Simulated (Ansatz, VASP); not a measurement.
# Two plane-wave programs on Sn15PbO16 (a cell with a defect)

```
Pb Sn O
1.0
     7.62739    0.00000    0.00000
     0.00000    7.62739    0.00000
     0.00000    0.00000    9.77383
Pb Sn O
1 15 16
Direct
  0.00000 0.25000 0.13109
  0.00000 0.25000 0.62269
  0.00000 0.75000 0.11636
  0.00000 0.75000 0.62168
  0.50000 0.25000 0.11636
  0.50000 0.25000 0.62168
  0.50000 0.75000 0.11898
  0.50000 0.75000 0.62105
  0.25036 0.99964 0.38226
  0.25062 0.99938 0.87899
  0.25036 0.50036 0.38226
  0.25062 0.50062 0.87899
  0.74964 0.99964 0.38226
  0.74938 0.99938 0.87899
  0.74964 0.50036 0.38226
  0.74938 0.50062 0.87899
  0.25675 0.25000 0.99467
  0.24991 0.25000 0.50212
  0.25256 0.75000 0.99992
  0.25015 0.75000 0.49957
  0.74325 0.25000 0.99467
  0.75009 0.25000 0.50212
  0.74744 0.75000 0.99992
  0.74985 0.75000 0.49957
  0.00000 0.99325 0.99467
  0.00000 0.00009 0.50212
  0.00000 0.50675 0.99467
  0.00000 0.49991 0.50212
  0.50000 0.99744 0.99992
  0.50000 0.99985 0.49957
  0.50000 0.50256 0.99992
  0.50000 0.50015 0.49957
```

Alike in both runs: functional PBE; k mesh 3 × 3 × 2; occupations fermi-dirac, width 0.01 eV; no spin polarisation.

Ansatz relaxed the structure, and its values are those at the end. VASP's run is a single point on that final structure, the one shown.

```csv
,VASP,Ansatz
version,VASP 6.6.1,Ansatz 0.2.0
potentials or method,"VASP PAW PBE potentials, release 64 (Pb_d, Sn_d, O)","plane-wave PAW, scalar-relativistic"
plane-wave cutoff (eV),520,420
valence electrons in the cell,320,320
```

|  | VASP | Ansatz | Ansatz less VASP |
| --- | --- | --- | --- |
| pressure (GPa) | 3.0 | 2.7 | -0.23 |
| rms of the force components (eV/Å) | 0.026 | 0.003 | -0.0228 |

Ansatz warned: «gradients_without_spin_orbit».
